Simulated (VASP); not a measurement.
Write the native input for VASP 6.6.1 that does the following.

| Property | Result |
| --- | --- |
| Task | single point |
| Functional | PBE |
| Dispersion | D3(BJ) |
| Potentials or basis | VASP PAW PBE potentials, release 64 (O, H, Li_sv, Cl) |
| Cutoff | 520 eV |
| k mesh | 1 × 1 × 1 |
| Occupations | fermi-dirac, width 0.02 eV |
| Spin | no spin polarisation |
| Dipole correction | no |
| Further INCAR settings | LREAL = Auto; ALGO = Normal; EDIFF = 1e-07; NBANDS = 45 |

The structure of LiH12ClO6 lies in POSCAR:

```
LiH12ClO6
1.0
    6.2692210000      0.0000000000      0.0000000000
    0.0000000000      6.2692210000      0.0000000000
    0.0000000000      0.0000000000      6.2692210000
O H Li Cl
6 12 1 1
Direct
    0.3706042585      0.7504441142      0.7923950998
    0.5474683378      0.1609131342      0.4213601658
    0.8144233550      1.0005868353      0.7953938775
    0.1315793461      0.6406218572      0.3493735506
    0.8238503635      0.5328572721      0.7045851470
    0.7013790071     -0.1800861702      0.2167095401
    0.3080765537      0.8718946102      0.8694860175
    0.3454017652      0.6245592554      0.8839375737
    0.5092179714      0.1891303561      0.5630843130
    0.5093296280      0.2866544344      0.3293870163
    0.9481082259      1.0350089748      0.7203925336
    0.8482553096      0.9703757452      0.9341192470
    0.2482126567      0.7033090714      0.4305479102
    0.2066604447      0.5544708027      0.2245414542
    0.8439485544      0.4632632986      0.8393865841
    0.9474542371      0.5249456033      0.6292488333
    0.6996084522     -0.0493522241      0.2993035339
    0.8491326115     -0.2549120537      0.1961966247
    0.6811691596      0.7768907812      0.6931802213
    0.2165340798      0.3110274785      1.0199991355
```

The cell was built by a generator and needn't be a form met in nature.

The input as run:

INCAR

```
SYSTEM = LiH12ClO6
PREC = Accurate
ENCUT = 520
EDIFF = 1E-7
ISMEAR = -1
SIGMA = 0.02
LREAL = Auto
LASPH = .TRUE.
NELM = 60
ALGO = Normal
ISIF = 2
LWAVE = .FALSE.
LCHARG = .FALSE.
GGA = PE
IVDW = 12
NBANDS = 45
```

KPOINTS

```
Automatic mesh
0
G
  1 1 1
  0 0 0
```

Potentials or basis: VASP PAW PBE potentials, release 64 (O, H, Li_sv, Cl).

Launch:

```console
$ cat potpaw_PBE.64/O/POTCAR potpaw_PBE.64/H/POTCAR potpaw_PBE.64/Li_sv/POTCAR potpaw_PBE.64/Cl/POTCAR > POTCAR
$ mpirun -np 1 vasp_gam > vasp.out
```

It gave:

```
Largest force              : 4.324 eV/Å
Band gap on the k mesh     : 3.81 eV, direct
Dispersion energy per atom : -0.040 eV
```

Run time: 47 s on 1 thread of Intel(R) Xeon(R) Platinum 8259CL CPU @ 2.50GHz (Skylake/Cascade Lake), on a shared host, peak memory 0.3 GiB.
